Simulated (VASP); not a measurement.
An input for Ansatz (written as the equivalent of a VASP run, and not itself run):

Ansatz 0.2 input:
```yaml
crystal:
  lattice:
    - [3.0128370, 0.0000000, 0.0000000]
    - [-1.5064190, 2.6091930, 0.0000000]
    - [0.0000000, 0.0000000, 3.4634800]
  atoms:
    - { symbol: Mg, position: [0.0000000, 0.0000000, 0.0000000] }
    - { symbol: B, position: [0.6666670, 0.3333330, 0.5000000] }
    - { symbol: B, position: [0.3333330, 0.6666670, 0.5000000] }
kpoints:
  mp_grid: { grid: [13, 13, 10] }
hamiltonian:
  xc: pbe
  pseudopotentials: { kind: paw }
scf:
  occupations: { method: fermi_dirac, width: 0.1 }
  max_iter: 100
output: { forces: true, stress: true, eigenvalues: true }
```

**Question.** Write the VASP files for the same calculation (PBE).

**Answer.** This is not unique; one that fits is 
**KPOINTS**
```
K-points
0
G
  13 13 10
0 0 0
```

INCAR:
```
# general
SYSTEM  =  MgB2
PREC    =  Accurate
ENCUT   =  560   # plane-wave cut-off (eV)
LREAL   =  .FALSE.   # projection in real space or not
LASPH   =  .TRUE.

# electronic loop
EDIFF   =  1E-09
NELM    =  100
ALGO    =  Normal

# smearing
ISMEAR  =  -1   # Fermi-Dirac
SIGMA   =  0.1

# functional
GGA     =  PE   # PBE

# ions
ISIF    =  2   # forces and stress, cell fixed

# output
LWAVE   =  .FALSE.
LCHARG  =  .FALSE.
```

**POSCAR**
```
MgB2
6.926960
  0.4349436116   0.0000000000   0.0000000000
 -0.2174718780   0.3766721621   0.0000000000
  0.0000000000   0.0000000000   0.5000000000
Mg B
1 2
Cartesian
  0.0000000000   0.0000000000   0.0000000000
  0.2174719992   0.1255572618   0.2500000000
 -0.0000002656   0.2511149003   0.2500000000
```

POTCAR, in this order: Mg B (PBE.64 set). Program: vasp_std.

The two are equivalent in intent, not identical: each code has its own PAW files, so the cut-off isn't converted (ENCUT is set for VASP's; basis.ecutwfc is left out, and Ansatz then takes the one that its files recommend); Ansatz stops its SCF on the density residual and VASP on the energy change (EDIFF).

The structure comes from a computed database's MgB2 entry; how it stands against other phases isn't given here. The cell was not relaxed at this level. The run is one of a series of settings (EDIFF = 1E-09, ENCUT = 560, KPOINTS 13×13×10 Γ-centred mesh against the base run), some of them coarse on purpose.
